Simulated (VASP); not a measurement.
# A VASP study of HfCu (revPBE): structure first, properties next, part 4 of 4

Aim: relax HfCu, then compute properties on the relaxed cell. The cell is invented: it takes the structure of a Materials Project entry for FeRu (space group 187 there), with all of its atoms replaced by other elements, volume scaled by an estimate. It may not be a known or stable phase. Left out of this account: 1 further run (relaxation: a spoilt try).

VASP 6.6.1; revPBE; plane waves and PAW (Hf_pv, Cu); invented cell.

Still holding for the runs below: This run has no spin polarisation. Its electron count is odd, so without a moment it is a metal by construction. The k-mesh is coarse for a metal.

So far. Step 5 (Band structure (revPBE)): There is no gap at this level. Step 6 (Total and projected DOS (revPBE)): The finer mesh and the other smearing move the Fermi level by -0.01 eV from the 10×10×6 run, a small shift, which tests the Fermi level alone. Of the states within 0.3 eV of the Fermi level, the largest shares in the PAW spheres are Hf d 42 % and Cu d 8 %. The rest lies in smaller channels or between the spheres. The relaxed cell has a = 3.069, c = 4.423 Å (conventional setting).

## (7) Zone-centre phonons (revPBE)

Zone-centre modes test whether the atoms sit at a minimum within this cell. IBRION = 8 takes the force constants from linear response, which needs tightly converged orbitals.

File INCAR:

```
SYSTEM = HfCu
PREC = Accurate
ENCUT = 400
EDIFF = 1E-08
NELM = 100
ISMEAR = -1
SIGMA = 0.05
LREAL = .FALSE.
ALGO = Normal
GGA = RE
NBANDS = 16
LORBIT = 11
LWAVE = .FALSE.
LCHARG = .FALSE.
IBRION = 8
ISIF = 2
```

File POSCAR:

```
HfCu
1.0
    3.0693197814     -0.0000000190      0.0000000000
   -1.5346604235      2.6581089089      0.0000000000
    0.0000000000      0.0000000000      4.4231823103
Hf Cu
1 1
Direct
    0.6666666700      0.3333333300      0.0000000000
    0.0000000000      0.0000000000      0.5000000000
```

File KPOINTS:

```
Automatic mesh
0
Gamma
10 10 6
0 0 0
```

PAW data sets: Hf_pv and Cu (PBE family, release 64).

Run with:

```console
$ mpirun -np 1 vasp_std
```

The program printed:

```text
[... set-up lines as in an earlier step ...]
 entering main loop
       N       E                     dE             d eps       ncg     rms          rms(c)
[... 13 cycles as in an earlier step ...]
DAV:  14    -0.126122490410E+02   -0.77273E-06   -0.25133E-06  2800   0.289E-02    0.123E-02
DAV:  15    -0.126122493814E+02   -0.34036E-06   -0.76868E-06  2376   0.640E-02    0.872E-03
DAV:  16    -0.126122486759E+02    0.70548E-06   -0.17299E-06  2248   0.321E-02    0.934E-04
DAV:  17    -0.126122486948E+02   -0.18914E-07   -0.47429E-08  2128   0.238E-03    0.579E-04
DAV:  18    -0.126122486938E+02    0.99681E-09   -0.10116E-08  1032   0.245E-03
   1 F= -.12612249E+02 E0= -.12604135E+02  d E =-.162274E-01
 Linear response reoptimize wavefunctions to high precision
DAV:   1    -0.126122486995E+02   -0.57062E-08   -0.11438E-09  1248   0.594E-04
DAV:   2    -0.126122486996E+02   -0.32287E-10   -0.50349E-10  1008   0.194E-04
 Linear response DOF=           4
 Linear response progress:
  Degree of freedom:   1/  4
       N       E                     dE             d eps       ncg     rms          rms(c)
RMM:   1    -0.194967937078E+00   -0.19497E+00    0.52152E+00  7062   0.131E+01
RMM:   2    -0.202497325865E+00   -0.75294E-02   -0.49704E-02 11101   0.187E+00    0.670E-01
RMM:   3    -0.201821880898E+00    0.67544E-03   -0.56264E-03 14274   0.419E-01    0.115E-01
RMM:   4    -0.201365835194E+00    0.45605E-03   -0.65154E-04 15264   0.140E-01    0.153E-01
RMM:   5    -0.200908252306E+00    0.45758E-03   -0.13487E-04 15549   0.645E-02    0.526E-02
RMM:   6    -0.200799376029E+00    0.10888E-03   -0.22677E-05 15683   0.223E-02    0.183E-02
RMM:   7    -0.200798960986E+00    0.41504E-06   -0.48570E-06 14710   0.759E-03    0.219E-02
RMM:   8    -0.200798675738E+00    0.28525E-06   -0.99124E-07 15161   0.288E-03    0.270E-02
RMM:   9    -0.200801138280E+00   -0.24625E-05   -0.44371E-07 13712   0.174E-03    0.157E-02
RMM:  10    -0.200804774890E+00   -0.36366E-05    0.49658E-08 15121   0.796E-04    0.760E-03
RMM:  11    -0.200805518331E+00   -0.74344E-06   -0.16765E-07 16396   0.351E-04    0.510E-03
RMM:  12    -0.200807171065E+00   -0.16527E-05   -0.14583E-07 13079   0.233E-04    0.104E-04
RMM:  13    -0.200807154290E+00    0.16775E-07   -0.13594E-07 15183   0.106E-04    0.338E-04
RMM:  14    -0.200807185427E+00   -0.31137E-07   -0.69101E-08 16211   0.569E-05    0.319E-04
RMM:  15    -0.200807418359E+00   -0.23293E-06   -0.61670E-08 13813   0.396E-05    0.367E-04
RMM:  16    -0.200807370556E+00    0.47802E-07   -0.43723E-08 15482   0.243E-05    0.929E-05
RMM:  17    -0.200807364702E+00    0.58544E-08   -0.26667E-08 16305   0.160E-05    0.420E-05
 first order change of Fermi-energy   0.67674E-05
 force on displaced ion       1 direction 1 :  -2.206  -0.000   0.000
 Linear response progress:
  Degree of freedom:   2/  4
       N       E                     dE             d eps       ncg     rms          rms(c)
RMM:   1    -0.243752793121E+00   -0.24375E+00    0.48663E+00  2653   0.134E+01
RMM:   2    -0.251248012208E+00   -0.74952E-02   -0.58702E-02  4033   0.196E+00    0.729E-01
RMM:   3    -0.251234228234E+00    0.13784E-04   -0.78961E-03  4701   0.483E-01    0.203E-01
RMM:   4    -0.251115355176E+00    0.11887E-03   -0.13504E-03  5079   0.181E-01    0.168E-01
RMM:   5    -0.250975248983E+00    0.14011E-03   -0.31534E-04  5013   0.710E-02    0.110E-01
RMM:   6    -0.250895275742E+00    0.79973E-04   -0.52526E-05  5137   0.312E-02    0.237E-02
RMM:   7    -0.250867842527E+00    0.27433E-04   -0.18493E-05  4324   0.201E-02    0.847E-03
RMM:   8    -0.250863349034E+00    0.44935E-05   -0.70003E-07  4247   0.119E-02    0.550E-03
RMM:   9    -0.250857961001E+00    0.53880E-05   -0.20601E-06  4963   0.497E-03    0.483E-03
RMM:  10    -0.250854783247E+00    0.31778E-05    0.19060E-06  5190   0.211E-03    0.229E-03
RMM:  11    -0.250854889311E+00   -0.10606E-06   -0.63365E-07  5398   0.780E-04    0.132E-03
RMM:  12    -0.250854644939E+00    0.24437E-06    0.64070E-07  5134   0.464E-04    0.539E-04
RMM:  13    -0.250854632418E+00    0.12521E-07   -0.57718E-07  5367   0.188E-04    0.101E-04
RMM:  14    -0.250854540409E+00    0.92008E-07   -0.18838E-06  5229   0.844E-05    0.115E-04
RMM:  15    -0.250854597373E+00   -0.56963E-07   -0.97223E-07  4851   0.482E-05    0.108E-04
RMM:  16    -0.250854607583E+00   -0.10211E-07   -0.42529E-07  5376   0.276E-05    0.236E-05
RMM:  17    -0.250854621687E+00   -0.14103E-07   -0.25419E-07  5342   0.176E-05    0.818E-07
RMM:  18    -0.250854627838E+00   -0.61516E-08   -0.20601E-07  4960   0.133E-05    0.312E-06
RMM:  19    -0.250854628272E+00   -0.43332E-09   -0.11242E-07  4742   0.110E-05    0.290E-06
RMM:  20    -0.250854629080E+00   -0.80816E-09   -0.92193E-08  4280   0.973E-06    0.301E-06
 first order change of Fermi-energy   0.33901E-03
 force on displaced ion       1 direction 3 :  -0.000  -0.000  -5.568
 Linear response progress:
  Degree of freedom:   3/  4
       N       E                     dE             d eps       ncg     rms          rms(c)
RMM:   1    -0.237418012163E+00   -0.23742E+00   -0.13556E-01 11547   0.457E+00
RMM:   2    -0.236043862462E+00    0.13741E-02   -0.50046E-03  9917   0.785E-01    0.186E-01
RMM:   3    -0.235738028294E+00    0.30583E-03   -0.69417E-04 10785   0.184E-01    0.113E-01
RMM:   4    -0.235642068821E+00    0.95959E-04   -0.45223E-04 11017   0.151E-01    0.152E-02
RMM:   5    -0.235681263421E+00   -0.39195E-04   -0.31585E-05 10905   0.377E-02    0.858E-03
RMM:   6    -0.235686804412E+00   -0.55410E-05   -0.24587E-06 11232   0.116E-02    0.278E-03
RMM:   7    -0.235683924734E+00    0.28797E-05   -0.36332E-07 10631   0.649E-03    0.150E-03
RMM:   8    -0.235674885858E+00    0.90389E-05   -0.10100E-07 12244   0.266E-03    0.375E-04
RMM:   9    -0.235672496903E+00    0.23890E-05   -0.11257E-08 12438   0.706E-04    0.230E-04
RMM:  10    -0.235671277251E+00    0.12197E-05   -0.10513E-09 12341   0.165E-04    0.612E-05
RMM:  11    -0.235671561871E+00   -0.28462E-06   -0.79585E-11 11960   0.134E-04    0.374E-05
RMM:  12    -0.235671589218E+00   -0.27346E-07   -0.65367E-11 12388   0.343E-05    0.844E-06
RMM:  13    -0.235671571644E+00    0.17574E-07   -0.19100E-10 12230   0.173E-05    0.948E-06
RMM:  14    -0.235671581854E+00   -0.10210E-07   -0.21258E-10 12317   0.612E-06    0.254E-06
RMM:  15    -0.235671578049E+00    0.38046E-08   -0.17336E-10 13109   0.400E-06    0.261E-06
 first order change of Fermi-energy   0.26364E-04
 force on displaced ion       2 direction 1 :  -2.298  -0.000   0.000
 Linear response progress:
  Degree of freedom:   4/  4
       N       E                     dE             d eps       ncg     rms          rms(c)
RMM:   1    -0.246857670784E+00   -0.24686E+00   -0.12937E-01  4492   0.588E+00
RMM:   2    -0.244977170828E+00    0.18805E-02   -0.26525E-03  3363   0.617E-01    0.308E-01
RMM:   3    -0.244983128042E+00   -0.59572E-05   -0.56079E-04  3737   0.171E-01    0.157E-01
RMM:   4    -0.245121964821E+00   -0.13884E-03   -0.21021E-04  3930   0.103E-01    0.226E-02
RMM:   5    -0.245166340737E+00   -0.44376E-04   -0.11287E-05  4059   0.269E-02    0.742E-03
RMM:   6    -0.245151216604E+00    0.15124E-04   -0.15520E-06  3520   0.167E-02    0.548E-03
RMM:   7    -0.245139332428E+00    0.11884E-04   -0.37201E-07  3481   0.110E-02    0.987E-04
RMM:   8    -0.245133325793E+00    0.60066E-05   -0.14092E-07  4200   0.223E-03    0.487E-04
RMM:   9    -0.245126683670E+00    0.66421E-05   -0.60536E-08  4218   0.669E-04    0.915E-05
RMM:  10    -0.245126580883E+00    0.10279E-06   -0.19507E-08  4209   0.198E-04    0.556E-05
RMM:  11    -0.245126117645E+00    0.46324E-06    0.23503E-09  4017   0.649E-05    0.112E-05
RMM:  12    -0.245126055094E+00    0.62551E-07   -0.22551E-10  4222   0.298E-05    0.498E-06
RMM:  13    -0.245126043447E+00    0.11647E-07   -0.32930E-10  4322   0.119E-05    0.167E-06
RMM:  14    -0.245126050348E+00   -0.69010E-08   -0.22915E-10  3985   0.545E-06    0.473E-07
 first order change of Fermi-energy  -0.31668E-03
 force on displaced ion       2 direction 3 :  -0.000   0.000  -5.555
 Linear response finished
```

Elapsed: 3.5 min, on 1 MPI rank of Intel Xeon Platinum 8488C (Sapphire Rapids), shared host; peak memory 0.34 GiB.

Parts of OUTCAR (step 7):

```text
   NELECT =      21.0000    total number of electrons

  Total        0.0135895      0.0135895      0.0118885     -0.0000000     -0.0000000     -0.0000000
  in kB        0.6033438      0.6033438      0.5278237     -0.0000001     -0.0000000     -0.0000000
  external PRESSURE =       0.5781704 kB  Pullay stress =       0.0000000 kB

 POSITION                                       TOTAL-FORCE (eV/Angst)
 -----------------------------------------------------------------------------------
      1.53466      0.88604      0.00000         0.000000     -0.000000      0.000000
      0.00000      0.00000      2.21159        -0.000000      0.000000      0.000000
 -----------------------------------------------------------------------------------
    total drift:                               -0.000009      0.000002     -0.000000

 Eigenvectors and eigenvalues of the dynamical matrix
 ----------------------------------------------------

   1 f  =    5.383994 THz    33.828633 2PiTHz  179.590713 cm-1    22.266400 meV
             X         Y         Z           dx          dy          dz
      1.534660  0.886036  0.000000     0.000000   -0.000000   -0.512842
      0.000000  0.000000  2.211591    -0.000000    0.000000    0.858483

   2 f  =    3.443517 THz    21.636255 2PiTHz  114.863362 cm-1    14.241235 meV
             X         Y         Z           dx          dy          dz
      1.534660  0.886036  0.000000    -0.358071    0.355712    0.000000
      0.000000  0.000000  2.211591     0.612446   -0.608411    0.000000

   3 f  =    3.443516 THz    21.636251 2PiTHz  114.863338 cm-1    14.241232 meV
             X         Y         Z           dx          dy          dz
      1.534660  0.886036  0.000000    -0.355712   -0.358071   -0.000000
      0.000000  0.000000  2.211591     0.608411    0.612446   -0.000000

   4 f/i=    0.002809 THz     0.017647 2PiTHz    0.093687 cm-1     0.011616 meV
             X         Y         Z           dx          dy          dz
      1.534660  0.886036  0.000000     0.000000    0.000000   -0.858483
      0.000000  0.000000  2.211591     0.000000    0.000000   -0.512842

   5 f/i=    0.030681 THz     0.192773 2PiTHz    1.023398 cm-1     0.126885 meV
             X         Y         Z           dx          dy          dz
      1.534660  0.886036  0.000000     0.608408    0.612449    0.000000
      0.000000  0.000000  2.211591     0.355710    0.358072    0.000000

   6 f/i=    0.030681 THz     0.192773 2PiTHz    1.023399 cm-1     0.126885 meV
             X         Y         Z           dx          dy          dz
      1.534660  0.886036  0.000000     0.612449   -0.608408   -0.000000
      0.000000  0.000000  2.211591     0.358072   -0.355710   -0.000000

 ELASTIC MODULI CONTR FROM IONIC RELAXATION (kBar)
 Direction    XX          YY          ZZ          XY          YZ          ZX
 --------------------------------------------------------------------------------
 XX        -234.1751    234.1751     -0.0000      0.0000      0.0000     -0.0000
 YY         234.1751   -234.1751      0.0000      0.0000     -0.0000      0.0000
 ZZ          -0.0000      0.0000     -0.0000      0.0000      0.0000      0.0000
 XY           0.0000      0.0000      0.0000   -234.1751     -0.0000     -0.0000
 YZ           0.0000     -0.0000      0.0000     -0.0000     -0.0000      0.0000
 ZX          -0.0000      0.0000      0.0000     -0.0000      0.0000     -0.0000
 --------------------------------------------------------------------------------

[... 8 parts as in an earlier step ...]

[... 3 further parts left out ...]
```

Energies printed during the response cycles are not total energies of the cell.

This step gave:

```yaml
bands: 16
irreducible_k_points: 56
pressure_of_the_cell: 0.05782 GPa
largest_force_of_the_cell: 0 eV/Å
fermi_energy: 5.486 eV
```

Modes at Γ, with each element's share of the kinetic energy:

```
mode  frequency (cm⁻¹)  symmetry  Hf %  Cu %
   1              -1.0  acoustic    75    25
   2              -1.0  acoustic    75    25
   3              -0.1  acoustic    74    26
   4             114.9        E'    25    75
   5             114.9        E'    25    75
   6             179.6      A2''    26    74
```

Displacements in mode 4 (114.9 cm⁻¹), the largest set to 1:
```
Hf1 -0.35 -0.35  0.00
Cu2  0.99  1.00  0.00
```

Displacements in mode 6 (179.6 cm⁻¹), the largest set to 1:
```
Hf1  0.00  0.00 -0.36
Cu2  0.00  0.00  1.00
```

The three acoustic modes lie within 1.0 cm⁻¹ of zero, and all others are real. By the characters of their eigenvectors the optical modes sort into (cm⁻¹) Raman active: E' 115; infrared active: E' 115, A2'' 180.

## (8) Outcome

* relaxed volume: 18.04 Å³/atom
* relaxed conventional cell a, b, c: 3.069, 3.069, 4.423 Å; angles 90.0, 90.0, 120.0°
* space group after relaxing, within 0.02 Å: P-6m2 (No. 187)
* band gap: none, a metal
* DOS at the Fermi level: 2.18 states/eV/cell
* highest zone-centre mode: 180 cm⁻¹

In words: With revPBE, HfCu relaxes to 18.04 Å³/atom in space group P-6m2 (held by the symmetry of the run) and comes out as a metal. Band structure (revPBE): Of the bands kept, 2 cross the Fermi level on this path. Zone-centre phonons (revPBE): The highest mode in this list at Γ, 179.6 cm⁻¹, is mostly motion of Cu (74 % of the kinetic energy). Spin-orbit coupling is left out, and with elements this heavy it would split and shift bands near the Fermi level. The k-sampling is coarse for a metal, so the Fermi level, pressures and the shape of the cell carry errors. With an odd electron count and no spin the cell is a metal by construction. Modes at Γ alone can't show that the crystal is stable at other wave vectors. No search among competing phases was made. All values are for a static lattice at zero temperature.

[Lines on the potential files, build, host, timing and source positions are cut from VASP's logs without a mark.]

[Logs are printed without paths, hosts, clocks, repeated set-up lines and the standing remarks that a program may print on its own settings, such as how far it seeks lower states.]

[Hosts, paths, dates, database ids (printed as entryN), source tags and the programs' standing remarks are cut or masked in the printed files.]

[A measured line is paired with the nearest computed mode of its activity, which favours agreement.]
